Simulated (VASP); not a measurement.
All values below come from revTPSS meta-GGA, VASP's PBE PAW potentials (set 64) (plane waves; VASP).

VASP ran on this input.

### KPOINTS
```
Automatic mesh
0
Gamma
10 10 10
0 0 0
```

**POSCAR**
```
LiCl
3.5819990
  0.0000000000   0.7071068284   0.7071068284
  0.7071068284   0.0000000000   0.7071068284
  0.7071068284   0.7071068284   0.0000000000
Li Cl
1 1
Direct
  0.0000000000   0.0000000000   1.0000000000
  0.5000000000   0.5000000000   0.5000000000
```

### KPOINTS_OPT
```
k-points along high-symmetry lines
10
Line-mode
Reciprocal
  0.000000   0.000000   0.000000 ! GAMMA
  0.500000   0.000000   0.500000 ! X

  0.500000   0.000000   0.500000 ! X
  0.625000   0.250000   0.625000 ! U

  0.375000   0.375000   0.750000 ! K
  0.000000   0.000000   0.000000 ! GAMMA

  0.000000   0.000000   0.000000 ! GAMMA
  0.500000   0.500000   0.500000 ! L

  0.500000   0.500000   0.500000 ! L
  0.500000   0.250000   0.750000 ! W

  0.500000   0.250000   0.750000 ! W
  0.500000   0.000000   0.500000 ! X
```

### INCAR
```
SYSTEM = LiCl
PREC = Accurate; ENCUT = 520; LREAL = .False.
LASPH = .True.
EDIFF = 1E-7; NELM = 100; ALGO = Normal
LMIXTAU = .True.
ISMEAR = -5
METAGGA = RTPSS
ISIF = 2
LWAVE = .False.; LCHARG = .False.; LORBIT = 11
NEDOS = 601
```

POTCAR, in this order: Li_sv Cl (PBE.64 set). Program: vasp_std.

The run wrote:

**OSZICAR**
```
...
DAV:  14    -0.925494373266E+01    0.42316E-02   -0.32020E-03  1073   0.679E-01    0.248E+00
DAV:  15    -0.925392251563E+01    0.10212E-02   -0.27980E-04  1038   0.194E-01    0.249E+00
DAV:  16    -0.925828242714E+01   -0.43599E-02   -0.63946E-05   889   0.127E-01    0.250E+00
DAV:  17    -0.925527403639E+01    0.30084E-02   -0.38835E-03   929   0.598E-01    0.216E+00
DAV:  18    -0.928935617162E+01   -0.34082E-01   -0.43975E-02   865   0.294E+00    0.132E+00
DAV:  19    -0.938901116983E+01   -0.99655E-01   -0.21513E-01   890   0.539E+00    0.108E+00
DAV:  20    -0.939885940221E+01   -0.98482E-02   -0.25765E-02  1334   0.151E+00    0.121E+00
DAV:  21    -0.942168679308E+01   -0.22827E-01   -0.74929E-03  1210   0.724E-01    0.128E+00
DAV:  22    -0.942609257118E+01   -0.44058E-02   -0.78057E-04  1297   0.371E-01    0.131E+00
DAV:  23    -0.946866854764E+01   -0.42576E-01   -0.30720E-02   883   0.155E+00    0.135E+00
DAV:  24    -0.948285086485E+01   -0.14182E-01   -0.62511E-03  1429   0.793E-01    0.143E+00
DAV:  25    -0.950933959311E+01   -0.26489E-01   -0.11549E-02  1028   0.890E-01    0.147E+00
DAV:  26    -0.952773654910E+01   -0.18397E-01   -0.45266E-03  1490   0.636E-01    0.155E+00
DAV:  27    -0.951781052340E+01    0.99260E-02   -0.29578E-03   850   0.840E-01    0.161E+00
DAV:  28    -0.956846065524E+01   -0.50650E-01   -0.29850E-02  1068   0.128E+00    0.169E+00
DAV:  29    -0.956796812532E+01    0.49253E-03   -0.44186E-03   858   0.110E+00    0.177E+00
DAV:  30    -0.956961178279E+01   -0.16437E-02   -0.29013E-04  1450   0.167E-01    0.179E+00
DAV:  31    -0.959182241521E+01   -0.22211E-01   -0.79891E-03   888   0.730E-01    0.182E+00
DAV:  32    -0.959322049436E+01   -0.13981E-02   -0.73742E-04   929   0.422E-01    0.185E+00
DAV:  33    -0.959474230369E+01   -0.15218E-02   -0.24286E-04  1169   0.158E-01    0.185E+00
DAV:  34    -0.959873432069E+01   -0.39920E-02   -0.30184E-04  1025   0.138E-01    0.185E+00
DAV:  35    -0.958887136661E+01    0.98630E-02   -0.21705E-03   846   0.660E-01    0.188E+00
DAV:  36    -0.957109407118E+01    0.17777E-01   -0.61390E-03   890   0.749E-01    0.185E+00
DAV:  37    -0.955839876806E+01    0.12695E-01   -0.27777E-03  1217   0.431E-01    0.182E+00
DAV:  38    -0.951471121546E+01    0.43688E-01   -0.27276E-02   871   0.126E+00    0.172E+00
DAV:  39    -0.953119964898E+01   -0.16488E-01   -0.27886E-03   892   0.626E-01    0.172E+00
DAV:  40    -0.952148362577E+01    0.97160E-02   -0.15457E-03   907   0.423E-01    0.171E+00
DAV:  41    -0.953055700995E+01   -0.90734E-02   -0.11951E-03   865   0.349E-01    0.172E+00
DAV:  42    -0.953021018688E+01    0.34682E-03   -0.15651E-04  1281   0.131E-01    0.173E+00
DAV:  43    -0.953835704219E+01   -0.81469E-02   -0.12578E-03  1166   0.263E-01    0.175E+00
DAV:  44    -0.954526679796E+01   -0.69098E-02   -0.51422E-04  1140   0.237E-01    0.176E+00
DAV:  45    -0.952022965564E+01    0.25037E-01   -0.63846E-03   982   0.632E-01    0.172E+00
DAV:  46    -0.954691709943E+01   -0.26687E-01   -0.65169E-03  1074   0.602E-01    0.177E+00
DAV:  47    -0.955518501954E+01   -0.82679E-02   -0.19172E-03  1297   0.329E-01    0.180E+00
DAV:  48    -0.958206997697E+01   -0.26885E-01   -0.97822E-03  1093   0.647E-01    0.188E+00
DAV:  49    -0.959127337483E+01   -0.92034E-02   -0.26284E-03  1407   0.390E-01    0.193E+00
DAV:  50    -0.958518838493E+01    0.60850E-02   -0.23284E-04   910   0.224E-01    0.194E+00
DAV:  51    -0.959103160551E+01   -0.58432E-02   -0.30472E-04  1595   0.210E-01    0.195E+00
DAV:  52    -0.959006800129E+01    0.96360E-03   -0.14328E-05   983   0.595E-02    0.195E+00
DAV:  53    -0.959013020971E+01   -0.62208E-04   -0.52305E-07  1551   0.843E-03    0.195E+00
DAV:  54    -0.957854965748E+01    0.11581E-01   -0.14915E-03   893   0.214E-01    0.191E+00
DAV:  55    -0.955003768859E+01    0.28512E-01   -0.11086E-02  1188   0.646E-01    0.180E+00
DAV:  56    -0.940459049832E+01    0.14545E+00   -0.30452E-01   872   0.444E+00    0.147E+00
DAV:  57    -0.937708415613E+01    0.27506E-01   -0.37383E-02  1285   0.172E+00    0.132E+00
DAV:  58    -0.932416678013E+01    0.52917E-01   -0.66747E-02   878   0.255E+00    0.117E+00
DAV:  59    -0.929132869924E+01    0.32838E-01   -0.53932E-02   904   0.314E+00    0.109E+00
DAV:  60    -0.929079207132E+01    0.53663E-03   -0.13186E-03   983   0.492E-01    0.108E+00
DAV:  61    -0.928763420066E+01    0.31579E-02   -0.39545E-04  1338   0.122E-01    0.108E+00
DAV:  62    -0.928886231559E+01   -0.12281E-02   -0.20465E-05  1115   0.681E-02    0.108E+00
DAV:  63    -0.929047938061E+01   -0.16171E-02   -0.97548E-05   888   0.145E-01    0.105E+00
DAV:  64    -0.927440165519E+01    0.16078E-01   -0.43272E-03   883   0.628E-01    0.100E+00
DAV:  65    -0.925497091779E+01    0.19431E-01   -0.49358E-03  1258   0.624E-01    0.115E+00
DAV:  66    -0.925382941297E+01    0.11415E-02   -0.31854E-04  1188   0.220E-01    0.124E+00
DAV:  67    -0.925411511858E+01   -0.28571E-03   -0.64611E-05   861   0.144E-01    0.122E+00
DAV:  68    -0.925470969795E+01   -0.59458E-03   -0.15350E-04   855   0.189E-01    0.115E+00
DAV:  69    -0.925660776204E+01   -0.18981E-02   -0.98363E-04  1167   0.426E-01    0.100E+00
DAV:  70    -0.928275424812E+01   -0.26146E-01   -0.79368E-03  1195   0.876E-01    0.869E-01
DAV:  71    -0.932975205883E+01   -0.46998E-01   -0.44222E-02  1105   0.213E+00    0.834E-01
DAV:  72    -0.928412988596E+01    0.45622E-01   -0.33291E-02  1058   0.238E+00    0.894E-01
DAV:  73    -0.928418522228E+01   -0.55336E-04   -0.38868E-03  1194   0.562E-01    0.855E-01
DAV:  74    -0.927509098427E+01    0.90942E-02   -0.24223E-03  1219   0.439E-01    0.882E-01
DAV:  75    -0.927688407973E+01   -0.17931E-02   -0.16323E-04  1026   0.231E-01    0.867E-01
DAV:  76    -0.928962023472E+01   -0.12736E-01   -0.66087E-03  1164   0.890E-01    0.820E-01
DAV:  77    -0.930136701346E+01   -0.11747E-01   -0.22027E-03  1287   0.425E-01    0.842E-01
DAV:  78    -0.929637418235E+01    0.49928E-02   -0.21136E-04   851   0.273E-01    0.859E-01
DAV:  79    -0.930102949244E+01   -0.46553E-02   -0.19089E-04   849   0.255E-01    0.859E-01
DAV:  80    -0.930089222641E+01    0.13727E-03   -0.29146E-06  1196   0.264E-02    0.859E-01
DAV:  81    -0.931224645997E+01   -0.11354E-01   -0.46849E-03  1161   0.704E-01    0.864E-01
DAV:  82    -0.931815816395E+01   -0.59117E-02   -0.54129E-04  1222   0.330E-01    0.869E-01
DAV:  83    -0.931830654539E+01   -0.14838E-03   -0.22470E-04  1172   0.164E-01    0.869E-01
DAV:  84    -0.931760028876E+01    0.70626E-03   -0.10223E-04  1273   0.110E-01    0.873E-01
DAV:  85    -0.931592479846E+01    0.16755E-02   -0.24714E-04  1052   0.209E-01    0.879E-01
DAV:  86    -0.938347746869E+01   -0.67553E-01   -0.41345E-01   862   0.893E+00    0.470E-01
DAV:  87    -0.926421049853E+01    0.11927E+00   -0.81064E-01   868   0.118E+01    0.257E-01
DAV:  88    -0.926537961885E+01   -0.11691E-02   -0.24296E-02   885   0.211E+00    0.164E-01
DAV:  89    -0.927407432530E+01   -0.86947E-02   -0.12884E-01   846   0.567E+00    0.487E-01
DAV:  90    -0.929647005879E+01   -0.22396E-01   -0.79722E-02   858   0.448E+00    0.306E-01
DAV:  91    -0.926967164813E+01    0.26798E-01   -0.58029E-02   860   0.335E+00    0.111E-01
DAV:  92    -0.925502088058E+01    0.14651E-01   -0.44025E-02   850   0.351E+00    0.223E-01
DAV:  93    -0.926936426984E+01   -0.14343E-01   -0.21277E-02   867   0.190E+00    0.375E-01
DAV:  94    -0.930770567627E+01   -0.38341E-01   -0.48939E-02   881   0.223E+00    0.526E-01
DAV:  95    -0.936639665646E+01   -0.58691E-01   -0.20180E-01   885   0.491E+00    0.469E-01
DAV:  96    -0.935562110504E+01    0.10776E-01   -0.52051E-02   867   0.276E+00    0.558E-01
DAV:  97    -0.940113727923E+01   -0.45516E-01   -0.95284E-02   875   0.299E+00    0.590E-01
DAV:  98    -0.940900486689E+01   -0.78676E-02   -0.31324E-03  1305   0.516E-01    0.626E-01
DAV:  99    -0.941279930368E+01   -0.37944E-02   -0.44005E-02   868   0.233E+00    0.759E-01
DAV: 100    -0.946750988588E+01   -0.54711E-01   -0.88018E-02   876   0.272E+00
   1 F= -.94675099E+01 E0= -.94675099E+01  d E =0.000000E+00
       N       E                     dE             ncg
       N       E                     dE             ncg
```

**OUTCAR**
```
------------------------ aborting loop EDIFF was not reached (unconverged)  ----------------------------
  FORCE on cell =-STRESS in cart. coord.  units (eV):
  Direction    XX          YY          ZZ          XY          YZ          ZX
  --------------------------------------------------------------------------------------
  Total       -0.4693884     -0.4693884     -0.4693884      0.0000000      0.0000000      0.0000000
  in kB      -23.1409671    -23.1409671    -23.1409671      0.0000000      0.0000000      0.0000000
  external PRESSURE =     -23.1409671 kB  Pullay stress =       0.0000000 kB
  volume of cell :       32.50
      direct lattice vectors                 reciprocal lattice vectors
     0.000000000  2.532855952  2.532855952    -0.197405620  0.197405620  0.197405620
     2.532855952  0.000000000  2.532855952     0.197405620 -0.197405620  0.197405620
     2.532855952  2.532855952  0.000000000     0.197405620  0.197405620 -0.197405620
  FREE ENERGIE OF THE ION-ELECTRON SYSTEM (eV)
  ---------------------------------------------------
  free  energy   TOTEN  =        -9.4675098859 eV

  energy  without entropy=       -9.4675098859  energy(sigma->0) =       -9.46750989

 total charge

# of ion       s       p       d       tot
------------------------------------------
    1        2.018   0.164   0.000   2.182
    2        1.563   3.550   0.000   5.113
--------------------------------------------------
tot          3.581   3.714   0.000   7.296
```
(Selected blocks of OUTCAR.)

**stdout**
```
...

 -----------------------------------------------------------------------------
|                                                                             |
|           W    W    AA    RRRRR   N    N  II  N    N   GGGG   !!!           |
|           W    W   A  A   R    R  NN   N  II  NN   N  G    G  !!!           |
|           W    W  A    A  R    R  N N  N  II  N N  N  G       !!!           |
|           W WW W  AAAAAA  RRRRR   N  N N  II  N  N N  G  GGG   !            |
|           WW  WW  A    A  R   R   N   NN  II  N   NN  G    G                |
|           W    W  A    A  R    R  N    N  II  N    N   GGGG   !!!           |
|                                                                             |
|     The electronic self-consistency was not achieved in the given           |
|     number of steps (NELM). The forces and other quantities evaluated       |
|     might not be reliable so examine the results carefully. If you find     |
|     spurious results, we suggest increasing NELM, if you were close to      |
|     convergence or switching to a different ALGO or adjusting the           |
|     density mixing parameters otherwise.                                    |
|                                                                             |
 -----------------------------------------------------------------------------

   1 F= -.94675099E+01 E0= -.94675099E+01  d E =0.000000E+00

 -----------------------------------------------------------------------------
|                                                                             |
|           W    W    AA    RRRRR   N    N  II  N    N   GGGG   !!!           |
|           W    W   A  A   R    R  NN   N  II  NN   N  G    G  !!!           |
|           W    W  A    A  R    R  N N  N  II  N N  N  G       !!!           |
|           W WW W  AAAAAA  RRRRR   N  N N  II  N  N N  G  GGG   !            |
|           WW  WW  A    A  R   R   N   NN  II  N   NN  G    G                |
|           W    W  A    A  R    R  N    N  II  N    N   GGGG   !!!           |
|                                                                             |
|     Changing the smearing to ISMEAR=1 (the default) for those parts of      |
|     this job that use k-points specified in line-mode.                      |
|                                                                             |
 -----------------------------------------------------------------------------

 Start KPOINTS_OPT (optional k-point list driver)
k-point batch [1-47\60]
       N       E                     dE             ncg
k-point batch [48-60\60]
       N       E                     dE             ncg
```

Convergence was not reached.

The compound is LiCl in the rock salt structure. It was relaxed first.
